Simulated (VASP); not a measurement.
These are PBE GGA, VASP's PBE PAW potentials (set 64) (plane waves; VASP 6.6.1) values and carry that method's errors.

VASP input:

**INCAR**
```
SYSTEM=LiF
PREC=Accurate; ENCUT=400; LREAL=.FALSE.
LASPH=.TRUE.
EDIFF=1E-6; NELM=100; ALGO=Normal
ISMEAR=0; SIGMA=0.01
GGA=PE
ISIF=2
LWAVE=.FALSE.; LCHARG=.FALSE.
```

**POSCAR**
```
LiF
2.8539270
  0.0000000000   0.7071067340   0.7071067340
  0.7071067340   0.0000000000   0.7071067340
  0.7071067340   0.7071067340   0.0000000000
Li F
1 1
Cart
  0.0000000000   0.0000000000   0.0000000000
  0.7071067340   0.7071067340   0.7071067340
```

File KPOINTS:
```
Automatic mesh
0
Gamma
8 8 8
0 0 0
```

POTCAR, in this order: Li_sv F (PBE.64 set). Program: vasp_std.

Output of the run:

**OSZICAR**
```
       N       E                     dE             d eps       ncg     rms          rms(c)
DAV:   1     0.157650439004E+02    0.15765E+02   -0.50023E+03   570   0.912E+02
DAV:   2    -0.960569226733E+01   -0.25371E+02   -0.24750E+02   578   0.163E+02
DAV:   3    -0.101974587793E+02   -0.59177E+00   -0.59060E+00   697   0.211E+01
DAV:   4    -0.102022596708E+02   -0.48009E-02   -0.47995E-02   610   0.196E+00
DAV:   5    -0.102023126299E+02   -0.52959E-04   -0.52958E-04   723   0.124E-01    0.438E+00
DAV:   6    -0.970303271356E+01    0.49928E+00   -0.25085E+00   535   0.121E+01    0.149E+00
DAV:   7    -0.970787576839E+01   -0.48431E-02   -0.20664E-02   695   0.158E+00    0.908E-01
DAV:   8    -0.971504909310E+01   -0.71733E-02   -0.16616E-02   663   0.169E+00    0.982E-02
DAV:   9    -0.971516399875E+01   -0.11491E-03   -0.10640E-03   590   0.341E-01    0.412E-02
DAV:  10    -0.971524104599E+01   -0.77047E-04   -0.14110E-04   568   0.115E-01    0.108E-02
DAV:  11    -0.971523973226E+01    0.13137E-05   -0.53406E-06   659   0.269E-02    0.131E-03
DAV:  12    -0.971523973812E+01   -0.58595E-08   -0.39455E-07   530   0.686E-03
   1 F= -.97152397E+01 E0= -.97152397E+01  d E =-.184048E-44
```

OUTCAR:
```
------------------------ aborting loop because EDIFF is reached ----------------------------------------
  FORCE on cell =-STRESS in cart. coord.  units (eV):
  Direction    XX          YY          ZZ          XY          YZ          ZX
  --------------------------------------------------------------------------------------
  Total       -1.1138641     -1.1138641     -1.1138641      0.0000000      0.0000000      0.0000000
  in kB     -108.5748610   -108.5748610   -108.5748610      0.0000000      0.0000000      0.0000000
  external PRESSURE =    -108.5748610 kB  Pullay stress =       0.0000000 kB
  volume of cell :       16.44
      direct lattice vectors                 reciprocal lattice vectors
     0.000000000  2.018031000  2.018031000    -0.247766263  0.247766263  0.247766263
     2.018031000  0.000000000  2.018031000     0.247766263 -0.247766263  0.247766263
     2.018031000  2.018031000  0.000000000     0.247766263  0.247766263 -0.247766263
  FREE ENERGIE OF THE ION-ELECTRON SYSTEM (eV)
  ---------------------------------------------------
  free  energy   TOTEN  =        -9.7152397381 eV

  energy  without entropy=       -9.7152397381  energy(sigma->0) =       -9.71523974
```
(Selected blocks of OUTCAR.)

At this cut-off the stress carries a Pulay error, which pulls relaxed volumes low.

The structure comes from a computed database's LiF entry; how it stands against other phases isn't given here. The cell was not relaxed at this level. The run is one of a series of settings (KPOINTS 8×8×8 Γ-centred mesh against the base run), some of them coarse on purpose.
